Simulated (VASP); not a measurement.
An input for Ansatz (written as the equivalent of a VASP run, and not itself run):

Ansatz 0.2 input:
```yaml
crystal:
  lattice:
    - [1.8851240, -4.9721080, 0.0000000]
    - [1.8851240, 4.9721080, 0.0000000]
    - [0.0000000, 0.0000000, 3.7557130]
  atoms:
    - { symbol: Zr, position: [0.6451500, 0.3548500, 0.2500000] }
    - { symbol: Zr, position: [0.3548500, 0.6451500, 0.7500000] }
    - { symbol: Si, position: [0.9218500, 0.0781500, 0.2500000] }
    - { symbol: Si, position: [0.0781500, 0.9218500, 0.7500000] }
kpoints:
  mp_grid: { grid: [8, 8, 7] }
hamiltonian:
  xc: pbesol
  pseudopotentials: { kind: paw }
scf:
  occupations: { method: gaussian, width: 0.272 }
  max_iter: 100
output: { forces: true, stress: true, eigenvalues: true }
```

Q: Write the VASP files for the same calculation (PBEsol).

A: This is not unique; one that fits is 
### KPOINTS
```
Automatic mesh
0
Gamma
8 8 7
0 0 0
```

### POSCAR
```
ZrSi
5.3174760
  0.3545148112  -0.9350503886   0.0000000000
  0.3545148112   0.9350503886   0.0000000000
  0.0000000000   0.0000000000   0.7062961826
Zr Si
2 2
Direct
  0.6451500000   0.3548500000   0.2500000000
  0.3548500000   0.6451500000   0.7500000000
  0.9218500000   0.0781500000   0.2500000000
  0.0781500000   0.9218500000   0.7500000000
```

### INCAR
```
ISMEAR  =  0   ! Gaussian
GGA  =  PS   ! PBEsol
ENCUT  =  300
LREAL  =  .FALSE.
NELM  =  100   ! most electronic steps
LASPH  =  .TRUE.
SYSTEM  =  ZrSi
SIGMA  =  0.272   ! width (eV)
LMAXMIX  =  4   ! l cut-off of mixed one-centre charges
LWAVE  =  .FALSE.
LCHARG  =  .FALSE.
ISIF  =  2   ! forces and stress, cell fixed
PREC  =  Accurate
EDIFF  =  1E-6
ALGO  =  Normal   ! blocked Davidson
```

POTCAR, in this order: Zr_sv Si (PBE.64 set). Program: vasp_std.

The two are equivalent in intent, not identical: each code has its own PAW files, so the cut-off isn't converted (ENCUT is set for VASP's; basis.ecutwfc is left out, and Ansatz then takes the one that its files recommend); Ansatz stops its SCF on the density residual and VASP on the energy change (EDIFF).

The structure comes from a computed database's ZrSi entry (Cmcm); how it stands against other phases isn't given here. The cell was not relaxed at this level.
